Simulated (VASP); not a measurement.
Write the native input for VASP 6.6.1 that does the following.

- Task: atomic charges
- Functional: PBE
- Dispersion: TS
- Potentials or basis: VASP PAW PBE potentials, release 64 (O, In_d, Br, H)
- Cutoff: 520 eV
- k mesh: 1 × 1 × 1
- Occupations: gaussian, width 0.01 eV
- Spin: no spin polarisation
- Further INCAR settings: ALGO = Normal; EDIFF = 1e-07

The structure of OInBrH2 lies in POSCAR:

```
InH2BrO
1.0
   13.0000000000      0.0000000000      0.0000000000
    0.0000000000     13.0000000000      0.0000000000
    0.0000000000      0.0000000000     11.0000000000
O In Br H
1 1 1 2
Direct
    0.4045115400      0.4552692300      0.4497318200
    0.5396884600      0.5095615400      0.5000227300
    0.6406346200      0.3712769200      0.5939681800
    0.3613653800      0.5061538500      0.4122136400
    0.5836500000      0.6319538500      0.4833590900
```

The input as run:

INCAR

```
SYSTEM = InH2BrO
ALGO = Normal
EDIFF = 1E-7
ENCUT = 520
GGA = PE
ISIF = 2
ISMEAR = 0
IVDW = 2
LASPH = .True.
LCHARG = .False.
LORBIT = 11
LREAL = .False.
LWAVE = .False.
NELM = 80
PREC = Accurate
SIGMA = 0.01
```

KPOINTS

```
k-points
0
Gamma
  1 1 1
  0 0 0
```

Potentials or basis: VASP PAW PBE potentials, release 64 (O, In_d, Br, H).

The run is started by

```sh
$ cat potpaw_PBE.64/O/POTCAR potpaw_PBE.64/In_d/POTCAR potpaw_PBE.64/Br/POTCAR potpaw_PBE.64/H/POTCAR > POTCAR
$ mpirun -np 1 vasp_gam > vasp.out
```

It gave:

| Item | Value |
| --- | --- |
| Largest force | 0.696 eV/Å |
| Gap between the frontier levels | 4.50 eV |
| Valence electrons inside the program's atomic spheres | O 5.08; In 11.50; Br 4.86; H 0.77, 0.52 |
| Hirshfeld charges | O -0.36; In +0.53; Br -0.20; H +0.12, -0.09 e |
| Dispersion energy per atom | -0.004 eV |

Caveat: spin-orbit coupling is left out, which moves the levels of the heavy elements.

Run time: 110 s on 1 thread of Intel(R) Xeon(R) 6975P-C (Granite Rapids) (shared host), peak memory 1.4 GiB.
